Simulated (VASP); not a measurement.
```xyz
4
Lattice="4.0018 0.0000 0.0000 0.0000 4.0018 0.0000 0.0000 0.0000 4.0018" Properties=species:S:1:pos:R:3 pbc="T T T"
Sc     0.0000     0.0000     0.0000
Al     0.0000     2.0009     2.0009
Al     2.0009     0.0000     2.0009
Al     2.0009     2.0009     0.0000
```

All values below come from r2SCAN meta-GGA, VASP's PBE PAW potentials (set 64) (plane waves; VASP). Numerical set-up: 520 eV cut-off, 8×8×8 Γ-centred mesh, first-order Methfessel-Paxton smearing of 0.10 eV, potentials Sc_sv Al.

Q: What does the run give for the energy per atom (σ→0), pressure, band gap (on the k-mesh) with the smallest direct gap where there is one?

A: 
| Property | Result |
|---|---|
| band gap (on the k-mesh) | none (metal, semimetal or under 0.01 eV) |
| energy per atom (σ→0) | -8.357 eV/atom |
| pressure | 6.66 GPa |

Total energies compare only between runs with the same potentials, cut-off and functional.

The compound is Al3Sc in the L1_2 structure. This cell is one point of a volume scan, at 0.94 of the reference volume.
